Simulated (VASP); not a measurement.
Shape and ions are relaxed at each volume.

Here is the system:

```yaml
crystal:
  lattice:
    - [4.76840, 0.00000, 0.00000]
    - [0.00000, 4.76840, 0.00000]
    - [0.00000, 0.00000, 3.18352]
  atoms:
    - { symbol: Zn, position: [0.00000, 0.00000, 0.00000] }
    - { symbol: Zn, position: [0.50000, 0.50000, 0.50000] }
    - { symbol: F, position: [0.30347, 0.30347, 0.00000] }
    - { symbol: F, position: [0.80347, 0.19653, 0.50000] }
    - { symbol: F, position: [0.19653, 0.80347, 0.50000] }
    - { symbol: F, position: [0.69653, 0.69653, 0.00000] }
```

Computed with PBE GGA with D3 dispersion (Becke-Johnson damping), VASP's PBE PAW potentials (set 64) (plane waves; VASP). Settings: 520 eV cut-off, 5×5×7 Γ-centred mesh, Gaussian smearing of 0.050 eV, potentials Zn F.

### Question
Give the energy at these volumes per atom, relative to the lowest: 11.31, 11.67, 12.03, 12.39, 12.75 Å³.

### Answer
17.1, 4.4, 0.0, 2.6, 10.9 meV/atom. A third-order Birch-Murnaghan fit gives B0 = 101 GPa and B0′ = 5.4.

The compound is ZnF2 in the rutile structure. It was relaxed first.
